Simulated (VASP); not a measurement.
```
CELL_PARAMETERS angstrom
      0.00000     2.45247     2.45247
      2.45247     0.00000     2.45247
      2.45247     2.45247     0.00000
ATOMIC_POSITIONS crystal
  Y  0.00000 0.00000 0.00000
  N  0.50000 0.50000 0.50000
```

The numbers are results of PBE GGA, VASP's PBE PAW potentials (set 64) (plane waves; VASP), not measurements. Settings: PREC = Normal, EDIFF = 1E-5, 450 eV cut-off, 10×10×10 Γ-centred mesh, Gaussian smearing of 0.050 eV, potentials Y_sv N.

### Question
What does the run give for the energy per atom (σ→0), band gap (on the k-mesh) with the smallest direct gap where there is one?

### Answer

```yaml
band gap (on the k-mesh): 0.20 eV
smallest direct gap (on the k-mesh): 0.60 eV
energy per atom (σ→0): -9.116 eV/atom
```

Total energies compare only between runs with the same potentials, cut-off and functional.

The compound is YN in the rock salt structure. It was relaxed first.
